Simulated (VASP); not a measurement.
# Quasiparticle energies of AlN in VASP

Aim: the quasiparticle gap of AlN, and what it costs to get it. The cell is of the wurtzite type, one of the forms listed for this formula. The start is a cell from a database of measured crystal structures.

Main program and level: VASP 6.6.1; LDA; plane waves and PAW (Al, N), in the first sound run; inputs show where later runs differ.

Report form: the programs' logs are mostly left out.

The database entry behind the starting cell differs from later determinations by our own check (inner coordinate u about 0.002 short), so it need not match the best structure at ambient conditions.

### Step 1. Set-up

The structure is hexagonal, space group P6_3mc (No. 186). Conventional cell: a = 3.113 Å, b = 3.113 Å, c = 4.981 Å, α = 90.00°, β = 90.00°, γ = 120.00°. Al has 4 N at 1.89 Å nearest. Nearest to N lie 4 Al at 1.89 Å. Farther neighbours and most contacts between anions are not listed.

Structure file:

```cif
data_structure
_symmetry_space_group_name_H-M 'P 1'
_symmetry_Int_Tables_number 1
_cell_length_a 3.1130
_cell_length_b 3.1130
_cell_length_c 4.9810
_cell_angle_alpha 90.000
_cell_angle_beta 90.000
_cell_angle_gamma 120.000
_cell_volume 41.80
loop_
_atom_site_label
_atom_site_type_symbol
_atom_site_fract_x
_atom_site_fract_y
_atom_site_fract_z
_atom_site_occupancy
Al1 Al 0.66667 0.33333 0.50000 1
Al2 Al 0.33333 0.66667 0.00000 1
N3 N 0.66667 0.33333 0.88000 1
N4 N 0.33333 0.66667 0.38000 1
```

### Step 2. Relaxation

The atoms are relaxed first inside the given cell, which is kept (ISIF = 2), since band edges depend on the positions.

File INCAR:

```
SYSTEM = AlN
PREC = Accurate
ENCUT = 520
EDIFF = 1E-06
NELM = 100
ISMEAR = 0
SIGMA = 0.05
LREAL = .FALSE.
ALGO = Normal
GGA = CA
NBANDS = 14
LWAVE = .FALSE.
LCHARG = .FALSE.
KPAR = 4
IBRION = 2
NSW = 60
ISIF = 2
EDIFFG = -0.01
```

File POSCAR:

```
AlN
1.0
    3.1130000000      0.0000000000      0.0000000000
   -1.5565000000      2.6959370820      0.0000000000
    0.0000000000      0.0000000000      4.9810000000
Al N
2 2
Direct
    0.6666666667      0.3333333333      0.5000000000
    0.3333333333      0.6666666667      0.0000000000
    0.6666666667      0.3333333333      0.8800000000
    0.3333333333      0.6666666667      0.3800000000
```

File KPOINTS:

```
Automatic mesh
0
Gamma
8 8 4
0 0 0
```

The projector-augmented-wave data sets are Al and N (PBE family, release 64).

Launch:

```sh
> mpirun -np 4 vasp_std
```

Elapsed: 6 s, on 4 MPI ranks of Intel Xeon Platinum 8488C (Sapphire Rapids), shared host; peak memory 0.53 GiB; 21 s of CPU time.

The PAW data sets were made with PBE, though LDA sets exist; this is a small mismatch. The run keeps the 12 symmetry operations of its start, so it cannot find a distortion of lower symmetry.

Step by step:

```tsv
step	energy less that of the first step (eV)	largest force (eV/Å)
1	0.0000	0.1217
2	-0.0011	0.0288
3	-0.0011	0.0006
```

This step gave:

| Item | Value |
| --- | --- |
| free energy (TOTEN) | -32.80 eV |
| Fermi energy | 6.157 eV |
| pressure | -3.554 GPa |

At LDA, with these data sets, the largest force is down to 5.8e-4 eV/Å.

### Step 3. Ground state

This step: LDA; plane waves and PAW (Al_GW, N_GW) (VASP 6.6.1).

The orbitals come from a self-consistent LDA run with a tight EDIFF and a narrow smearing. KPOINTS_OPT adds the bands along a path, which shows whether the mesh holds the band edges.

File INCAR:

```
SYSTEM = AlN
PREC = Accurate
ENCUT = 450
EDIFF = 1E-08
NELM = 100
ISMEAR = 0
SIGMA = 0.01
LREAL = .FALSE.
ALGO = Normal
GGA = CA
NBANDS = 14
LORBIT = 11
LWAVE = .TRUE.
LCHARG = .FALSE.
KPAR = 4
```

File POSCAR:

```
AlN
1.0
    3.1130000000      0.0000000000      0.0000000000
   -1.5565000000      2.6959370820      0.0000000000
    0.0000000000      0.0000000000      4.9810000000
Al N
2 2
Direct
    0.6666666667      0.3333333333      0.4990517037
    0.3333333333      0.6666666667      0.9990517037
    0.6666666667      0.3333333333      0.8809482963
    0.3333333333      0.6666666667      0.3809482963
```

File KPOINTS:

```
Automatic mesh
0
Gamma
6 6 4
0 0 0
```

File KPOINTS_OPT:

```
Line mode
12
Line-mode
Reciprocal
  0.00000000   0.00000000   0.00000000 GAMMA
  0.50000000   0.00000000   0.00000000 M

  0.50000000   0.00000000   0.00000000 M
  0.33333333   0.33333333   0.00000000 K

  0.33333333   0.33333333   0.00000000 K
  0.00000000   0.00000000   0.00000000 GAMMA

  0.00000000   0.00000000   0.00000000 GAMMA
  0.00000000   0.00000000   0.50000000 A

  0.00000000   0.00000000   0.50000000 A
  0.50000000   0.00000000   0.50000000 L

  0.50000000   0.00000000   0.50000000 L
  0.33333333   0.33333333   0.50000000 H

  0.33333333   0.33333333   0.50000000 H
  0.00000000   0.00000000   0.50000000 A

  0.50000000   0.00000000   0.50000000 L
  0.50000000   0.00000000   0.00000000 M

  0.33333333   0.33333333   0.00000000 K
  0.33333333   0.33333333   0.50000000 H
```

PAW data sets: Al_GW and N_GW (LDA family, release 64).

Launch:

```sh
> mpirun -np 4 vasp_std
```

It took 8.2 s on 4 MPI ranks; peak memory 0.54 GiB.

This step gave:

| Property | Result |
| --- | --- |
| free energy (TOTEN) | -32.87 eV |
| Fermi energy | 5.100 eV |
| pressure | -6.377 GPa |
| least gap on mesh and path | 4.209 eV |
| least direct gap on mesh and path | 4.209 eV |

The highest empty bands on the path are converged less tightly, to about 0.1 eV. Electronic bands along the path, in eV, zero at the valence-band top; v1 is the highest filled band, c1 the lowest empty one:

```tsv
point	v4	v3	v2	v1	c1	c2	c3	c4
Γ	-0.88	-0.22	-0.22	0.00	4.21	6.52	10.46	10.92
0.55 of the way	-2.73	-1.68	-0.55	-0.47	6.18	7.23	7.82	10.00
M	-3.39	-2.12	-1.81	-0.71	5.64	5.68	8.06	10.12
0.55 of the way	-3.18	-3.08	-1.93	-1.67	5.31	7.17	8.83	9.87
K	-3.83	-2.49	-2.42	-2.42	4.90	8.21	9.52	9.52
0.55 of the way	-3.09	-1.54	-0.78	-0.49	6.51	7.69	8.49	8.74
Γ	-0.88	-0.22	-0.22	0.00	4.21	6.52	10.46	10.92
0.55 of the way	-0.77	-0.77	-0.34	-0.34	5.28	6.66	10.08	10.90
A	-0.56	-0.56	-0.56	-0.56	6.40	6.40	10.13	10.13
0.55 of the way	-1.64	-1.64	-1.13	-1.13	6.24	6.24	9.38	9.38
L	-1.49	-1.49	-1.38	-1.38	5.18	5.18	9.06	9.06
0.55 of the way	-2.94	-2.94	-0.92	-0.92	6.16	6.16	8.93	8.93
H	-3.92	-3.92	-0.81	-0.81	7.28	7.28	7.68	7.68
0.55 of the way	-1.73	-1.73	-1.21	-1.21	6.69	6.69	9.24	9.24
A	-0.56	-0.56	-0.56	-0.56	6.40	6.40	10.13	10.13
jump to L	-1.49	-1.49	-1.38	-1.38	5.18	5.18	9.06	9.06
0.55 of the way	-2.71	-1.98	-1.28	-0.92	5.00	5.74	9.16	9.27
M	-3.39	-2.12	-1.81	-0.71	5.64	5.68	8.06	10.12
jump to K	-3.83	-2.49	-2.42	-2.42	4.90	8.21	9.52	9.52
0.45 of the way	-4.42	-2.91	-1.61	-1.61	5.61	8.10	8.64	8.64
H	-3.92	-3.92	-0.81	-0.81	7.28	7.28	7.68	7.68
```

Of the projections kept (Al, N), the largest for each band there; the rest of the weight can lie on other orbitals:

```tsv
point	v4	v3	v2	v1	c1	c2	c3	c4
Γ	N 0.80	N 0.85	N 0.85	N 0.86	N 0.73	Al 0.69	N 0.85	Al 0.99
M	N 0.67	N 0.75	N 0.74	N 0.82	Al 0.85	Al 0.55	Al 0.52	N 0.73
K	N 0.60	N 0.75	N 0.71	N 0.71	Al 0.96	N 0.73	N 0.63	N 0.63
Γ	N 0.80	N 0.85	N 0.85	N 0.86	N 0.73	Al 0.69	N 0.85	Al 0.99
A	N 0.83	N 0.83	N 0.83	N 0.83	N 0.67	N 0.67	Al 0.64	Al 0.64
L	N 0.77	N 0.77	N 0.79	N 0.79	Al 0.66	Al 0.66	Al 0.91	Al 0.91
```

The cell has a gap of 4.21 eV on mesh and path and a pressure of -6.4 GPa, which holds the misfit of the given cell and coordinates with this functional, and any error of cutoff, mesh and data sets.

### Step 4. Empty bands, functional LDA

ALGO = Exact makes the empty bands from the converged ground state in one step. LOPTICS writes the k-derivatives of the orbitals (WAVEDER), which give the long-wavelength limit of the screening.

File INCAR:

```
SYSTEM = AlN
PREC = Accurate
ENCUT = 450
ISMEAR = 0
SIGMA = 0.01
LREAL = .FALSE.
GGA = CA
NBANDS = 232
ALGO = Exact
NELM = 1
LWAVE = .TRUE.
LCHARG = .FALSE.
LOPTICS = .TRUE.
NEDOS = 1000
CSHIFT = 0.1
```

POSCAR is that of step 3.

KPOINTS is that of step 3.

Launch:

```sh
> mpirun -np 4 vasp_std
```

It took 11 s on 4 MPI ranks; peak memory 0.93 GiB; 42 s of CPU time.

The gap is read on the k-mesh alone, so it is an upper bound where the band edges lie off the mesh.

A gap read on the k-mesh alone can miss the band edges.

This step gave:

| Property | Result |
| --- | --- |
| gap on the k-mesh | 4.209 eV |
| least direct gap on the k-mesh | 4.209 eV |

WAVECAR now holds 232 bands for 16 electrons. Its independent-particle dielectric tensor has xx, yy, zz = 4.7, 4.7, 4.9 on this mesh, which isn't tested for convergence in mesh or bands and lacks local fields.

### Step 5. evGW0

This step: evGW0 on LDA; plane waves and PAW (Al_GW, N_GW) (VASP 6.6.1).

The lowest NBANDSGW levels in G are updated for four passes while W stays fixed, so the result depends less on the starting levels.

File INCAR:

```
SYSTEM = AlN
PREC = Accurate
ENCUT = 450
ISMEAR = 0
SIGMA = 0.01
LREAL = .FALSE.
GGA = CA
NBANDS = 232
ALGO = EVGW0
NELMGW = 4
ENCUTGW = 180
NOMEGA = 48
PRECFOCK = Fast
NBANDSGW = 16
LWAVE = .FALSE.
LCHARG = .FALSE.
```

POSCAR is that of step 4.

KPOINTS is that of step 4.

Launch:

```sh
> mpirun -np 4 vasp_std
```

Elapsed: 19 min, on 4 MPI ranks; peak memory 1.6 GiB.

This step gave:

```
quasiparticle gap on the mesh                 : 6.136 eV
smallest direct quasiparticle gap on the mesh : 6.136 eV
gap of the starting orbitals on the mesh      : 4.209 eV
```

QP gap by iteration, by row:

```tsv
iteration	gap (eV)	direct gap (eV)
1	5.836	5.836
2	6.089	6.089
3	6.129	6.129
4	6.136	6.136
```

GW takes the gap from 4.209 to 6.136 eV. The last pass still moved it by +7 meV. The value holds for 232 bands, ENCUTGW = 180 eV and this mesh, and isn't shown to be converged in them.

### Step 6. evGW

This step: evGW on LDA; plane waves and PAW (Al_GW, N_GW) (VASP 6.6.1).

The levels are updated in both G and W; wider gaps weaken the screening and open the gap further.

Changes to INCAR since step 5:

```diff
@@ -8,3 +8,3 @@
 NBANDS = 232
-ALGO = EVGW0
+ALGO = EVGW
 NELMGW = 4
```

POSCAR is that of step 5.

KPOINTS is that of step 5.

Launch:

```sh
> mpirun -np 4 vasp_std
```

The job ended after 19 min (4 MPI ranks; peak memory 1.6 GiB).

This step gave:

```yaml
quasiparticle_gap_on_the_mesh: 6.565 eV
smallest_direct_quasiparticle_gap_on_the_mesh: 6.565 eV
```

QP gap by iteration, by row:

```tsv
iteration	gap (eV)	direct gap (eV)
1	5.836	5.836
2	6.363	6.363
3	6.52	6.52
4	6.565	6.565
```

GW takes the gap from 4.209 to 6.565 eV. That is +429 meV against evGW0 on LDA. The last pass still moved it by +45 meV. The value holds for 232 bands, ENCUTGW = 180 eV and this mesh, and isn't shown to be converged in them.

### Step 7. QPGW0

This step: QPGW0 on LDA; plane waves and PAW (Al_GW, N_GW) (VASP 6.6.1).

Here the orbitals are updated too, by diagonalising a Hermitian self-energy in the bands up to NBANDSGW.

Changes to INCAR since step 6:

```diff
@@ -8,3 +8,3 @@
 NBANDS = 232
-ALGO = EVGW
+ALGO = QPGW0
 NELMGW = 4
@@ -13,3 +13,3 @@
 PRECFOCK = Fast
-NBANDSGW = 16
+NBANDSGW = 24
 LWAVE = .FALSE.
```

POSCAR is that of step 6.

KPOINTS is that of step 6.

Launch:

```sh
> mpirun -np 4 vasp_std
```

Run time: 82 min. Hardware: 4 MPI ranks; peak memory 3.2 GiB; 5 h of CPU time.

Numbers from this step:

| Item | Value |
| --- | --- |
| quasiparticle gap on the mesh | 6.186 eV |
| smallest direct quasiparticle gap on the mesh | 6.186 eV |

QP gap by iteration, by row:

```tsv
iteration	gap (eV)	direct gap (eV)
1	5.836	5.836
2	6.107	6.107
3	6.17	6.17
4	6.186	6.186
```

GW takes the gap from 4.209 to 6.186 eV. That is +50 meV against evGW0 on LDA. The last pass still moved it by +16 meV. The value holds for 232 bands, ENCUTGW = 180 eV and this mesh, and isn't shown to be converged in them.

### Step 8. Orbitals for another starting point

This step: LDA; plane waves and PAW (Al_GW, N_GW) (VASP 6.6.1).

A hybrid converges faster from good orbitals, so a cheap LDA run writes WAVECAR first.

File INCAR:

```
SYSTEM = AlN
PREC = Accurate
ENCUT = 450
EDIFF = 1E-05
NELM = 100
ISMEAR = 0
SIGMA = 0.01
LREAL = .FALSE.
ALGO = Normal
GGA = CA
NBANDS = 14
LORBIT = 11
LWAVE = .TRUE.
LCHARG = .FALSE.
KPAR = 4
```

POSCAR is that of step 7.

KPOINTS is that of step 7.

Launch:

```sh
> mpirun -np 4 vasp_std
```

The job ended after 3.6 s (4 MPI ranks; peak memory 0.51 GiB; 11 s of CPU time).

Numbers from this step:

- Fermi energy: 5.1 eV
- pressure: -6.422 GPa

The run ends at a pressure of -6.42 GPa, with forces up to 9.7e-4 eV/Å.

### Step 9. Another starting point

This step: HSE06; plane waves and PAW (Al_GW, N_GW) (VASP 6.6.1).

To see how much the result owes to its start, the ground state is made again with HSE06. EDIFF is tight for accurate orbitals, and a narrow smearing avoids fractional occupations.

File INCAR:

```
SYSTEM = AlN
PREC = Accurate
ENCUT = 450
EDIFF = 1E-08
NELM = 100
ISMEAR = 0
SIGMA = 0.01
LREAL = .FALSE.
ALGO = Normal
LHFCALC = .TRUE.
AEXX = 0.25
GGA = PE
HFSCREEN = 0.2
LASPH = .TRUE.
NBANDS = 14
PRECFOCK = Fast
LORBIT = 11
LWAVE = .TRUE.
LCHARG = .FALSE.
KPAR = 4
```

POSCAR is that of step 8.

KPOINTS is that of step 8.

The run starts from files that an earlier step left in the folder.

Launch:

```sh
> mpirun -np 4 vasp_std
```

Elapsed: 4.7 min, on 4 MPI ranks; peak memory 0.98 GiB.

The PAW data sets were made with LDA, a small mismatch for this functional.

This step gave:

```
free energy (TOTEN)            : -34.99 eV
Fermi energy                   : 4.424 eV
gap on the k-mesh              : 5.552 eV
least direct gap on the k-mesh : 5.552 eV
```

### Step 10. Empty bands, functional HSE06

File INCAR:

```
SYSTEM = AlN
PREC = Accurate
ENCUT = 450
ISMEAR = 0
SIGMA = 0.01
LREAL = .FALSE.
LHFCALC = .TRUE.
AEXX = 0.25
GGA = PE
HFSCREEN = 0.2
LASPH = .TRUE.
NBANDS = 232
PRECFOCK = Fast
ALGO = Exact
NELM = 1
LWAVE = .TRUE.
LCHARG = .FALSE.
LOPTICS = .TRUE.
NEDOS = 1000
CSHIFT = 0.1
```

POSCAR is that of step 9.

KPOINTS is that of step 9.

The WAVECAR or CHGCAR of an earlier step is read.

Launch:

```sh
> mpirun -np 4 vasp_std
```

The job ended after 31 min (4 MPI ranks; peak memory 1.7 GiB).

### Step 11. G0W0

This step: G0W0 on HSE06; plane waves and PAW (Al_GW, N_GW) (VASP 6.6.1).

G0W0 keeps orbitals and screening fixed and shifts each of the lowest NBANDSGW levels once.

File INCAR:

```
SYSTEM = AlN
PREC = Accurate
ENCUT = 450
ISMEAR = 0
SIGMA = 0.01
LREAL = .FALSE.
LHFCALC = .TRUE.
AEXX = 0.25
GGA = PE
HFSCREEN = 0.2
LASPH = .TRUE.
NBANDS = 232
PRECFOCK = Fast
ALGO = EVGW0
NELMGW = 1
ENCUTGW = 180
NOMEGA = 48
NBANDSGW = 16
LWAVE = .FALSE.
LCHARG = .FALSE.
```

POSCAR is that of step 10.

KPOINTS is that of step 10.

The WAVECAR or CHGCAR of an earlier step is read.

Launch:

```sh
> mpirun -np 4 vasp_std
```

Run time: 9.8 min. Hardware: 4 MPI ranks; peak memory 1.9 GiB; 33 min of CPU time.

Numbers from this step:

- quasiparticle gap on the mesh: 6.463 eV
- smallest direct quasiparticle gap on the mesh: 6.463 eV
- gap of the starting orbitals on the mesh: 5.552 eV

GW takes the gap from 5.552 to 6.463 eV. That is +626 meV against the one-shot pass on LDA. The value holds for 232 bands, ENCUTGW = 180 eV and this mesh, and isn't shown to be converged in them.

### Step 12. Summary

This step: GW series: evGW0 on LDA, evGW on LDA, QPGW0 on LDA, G0W0 on HSE06; plane waves and PAW (VASP 6.6.1).

No new run; the numbers come from the runs before.

Cost is wall time times ranks on a shared host, with the step that makes the empty bands. GW runs:

```tsv
level	bands	ENCUTGW (eV)	NOMEGA	k mesh	starting gap (eV)	quasiparticle gap (eV)	direct gap (eV)	cost (core minutes)
evGW0 on LDA	232	180	48	6x6x4	4.209	6.136	6.136	75.16
evGW on LDA	232	180	48	6x6x4	4.209	6.565	6.565	76.49
QPGW0 on LDA	232	180	48	6x6x4	4.209	6.186	6.186	330.5
G0W0 on HSE06	232	180	48	6x6x4	5.552	6.463	6.463	165
```

### Step 13. Results

```
evGW0 on LDA, 232 bands, ENCUTGW 180 eV, NOMEGA 48, mesh 6×6×4  : 4.209 → 6.136 eV
evGW on LDA, 232 bands, ENCUTGW 180 eV, NOMEGA 48, mesh 6×6×4   : 4.209 → 6.565 eV
QPGW0 on LDA, 232 bands, ENCUTGW 180 eV, NOMEGA 48, mesh 6×6×4  : 4.209 → 6.186 eV
G0W0 on HSE06, 232 bands, ENCUTGW 180 eV, NOMEGA 48, mesh 6×6×4 : 5.552 → 6.463 eV
```

**Reading.** evGW0 gives a quasiparticle gap of 6.136 eV on the mesh, 1.93 eV over the LDA gap on the same mesh. On mesh and path the starting valence top lies at Γ and the conduction bottom at Γ, so the starting gap is direct. Both points lie on the GW mesh. Over the final values of the levels run here the gap spans 6.14 to 6.57 eV. In evGW0 the first pass, which is the one-shot result, gives 5.836 eV and pass 4 gives 6.136 eV; the last pass changed the gap by +7 meV, so the loop is converged. In evGW the first pass, which is the one-shot result, gives 5.836 eV and pass 4 gives 6.565 eV; the last pass changed the gap by +45 meV, so more passes would move it further. In QPGW0 the first pass gives 5.836 eV and pass 4 gives 6.186 eV; the last pass changed the gap by +16 meV, so more passes would move it further. One-shot gaps: 5.836 eV from LDA and 6.463 eV from HSE06. The starting gaps span 1.34 eV and the one-shot gaps 0.63 eV. Bands, response cutoff and mesh weren't tested for convergence. The given cell is kept, although it stands at -6.4 GPa at LDA and ENCUT = 450 eV, which holds the mismatch of the given cell with this functional and any basis-set error; the relaxation of the atoms, at LDA and ENCUT = 520 eV, gave -3.6 GPa. Not tabulated here, as repeats of values shown or as unfit to read for their mesh, reference level or band range: gaps (empty bands, relaxation); eps2 curves (empty bands); eps1 curves and static values (empty bands).

[Lines on the potential files, build, host, timing and source positions are cut from VASP's logs without a mark.]

[Logs are printed without paths, hosts, clocks, repeated set-up lines and the standing remarks that a program may print on its own settings, such as how far it seeks lower states.]

[Hosts, paths, dates, database ids (printed as entryN), source tags and the programs' standing remarks are cut or masked in the printed files.]

[Pressures printed for these runs are not shown converged in the cutoff: they can be off by several GPa and have the wrong sign.]
